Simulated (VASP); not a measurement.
Consider the following.

```
CELL_PARAMETERS angstrom
      5.78912     0.00000     0.00000
      0.00000     5.78912     0.00000
      0.00000     0.00000     5.78912
ATOMIC_POSITIONS crystal
  Cs 0.00000 0.00000 0.00000
  Pb 0.50000 0.50000 0.50000
  Cl 0.50000 0.00000 0.50000
  Cl 0.00000 0.50000 0.50000
  Cl 0.50000 0.50000 0.00000
```

Method: vdW-DF2, VASP's PBE PAW potentials (set 64) (plane waves; VASP). Run with 520 eV cut-off, Gaussian smearing of 0.050 eV, potentials Cs_sv Pb_d Cl.

Unless said otherwise, spin-orbit coupling is left out, though it shifts the bands of the heavy elements here.

Task: Predict the band gap (along the path) with the smallest direct gap where there is one.

Result: 
```
Quantity                                Value
------------------------------------  -------
band gap (along the path)             2.38 eV
smallest direct gap (along the path)  2.38 eV
```

The absolute energy has meaning only against runs of the same code, potentials and settings.

The compound is CsPbCl3 in the cubic perovskite structure, the ideal cubic form; the compound distorts at low or room temperature. It was relaxed first, which changed the volume by +10 %.
